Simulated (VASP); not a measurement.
HfSi2B4:

```
CELL_PARAMETERS angstrom
0.00000 3.50357 3.50357
3.50357 0.00000 3.50357
3.50357 3.50357 0.00000
ATOMIC_POSITIONS crystal
Hf 0.75000 0.75000 0.75000
Si 0.25000 0.25000 0.25000
Si 0.50000 0.50000 0.50000
B 0.37790 0.86630 0.37790
B 0.37790 0.37790 0.37790
B 0.86630 0.37790 0.37790
B 0.37790 0.37790 0.86630
```

The cell was built by a generator and needn't be a form met in nature.

- Program: VASP 6.6.1
- Task: relaxation of cell and atoms
- Functional: PBE
- Potentials or basis: VASP PAW PBE potentials, release 64 (Hf_pv, Si, B)
- Cutoff: 520 eV
- k mesh: 4 × 4 × 4
- Occupations: gaussian, width 0.15 eV
- Spin: no spin polarisation

At the start: pressure 118.0 GPa; volume 12.29 Å³/atom.

How do energy, volume and symmetry change on relaxing?

Over 13 steps the energy falls by 2539.4 meV/atom and the volume is 23.23 Å³/atom (+89.1 %); space group F-43m (No. 216, to 0.05 Å).

The path:
```tsv
step	energy change (eV)	largest force (eV/Å)	pressure (GPa)	volume (Å³)
1	0.0000	5.1707	117.97	86.01
2	-5.6844	4.5617	-4.43	254.94
3	-12.3372	5.1945	-6.32	224.78
4	-14.1866	6.1048	-3.97	196.47
5	-14.9221	7.4590	18.61	135.78
6	-15.3166	7.2644	3.02	165.13
7	-15.4278	7.4362	6.16	157.15
8	-15.4951	3.4704	-7.00	201.52
9	-17.5681	0.5050	-4.36	176.14
10	-17.5781	0.7747	-3.91	174.99
11	-17.5790	0.8859	-3.83	174.51
12	-17.7748	0.1268	0.12	162.01
13	-17.7758	0.0637	-0.01	162.64
```

Final structure:
```yaml
crystal:
  lattice:
    - [0.00000, 4.33245, 4.33245]
    - [4.33245, 0.00000, 4.33245]
    - [4.33245, 4.33245, 0.00000]
  atoms:
    - { symbol: Hf, position: [0.75000, 0.75000, 0.75000] }
    - { symbol: Si, position: [0.25000, 0.25000, 0.25000] }
    - { symbol: Si, position: [0.50000, 0.50000, 0.50000] }
    - { symbol: B, position: [0.37526, 0.87422, 0.37526] }
    - { symbol: B, position: [0.37526, 0.37526, 0.37526] }
    - { symbol: B, position: [0.87422, 0.37526, 0.37526] }
    - { symbol: B, position: [0.37526, 0.37526, 0.87422] }
```

Caveat: the k mesh is coarse (spacing up to 0.39 Å⁻¹), so the values aren't converged; the volume moved by over 15 % at a fixed basis, so the end points are rough; the relaxation stopped at a loose force limit of 0.08 eV/Å, so its end isn't a converged minimum.
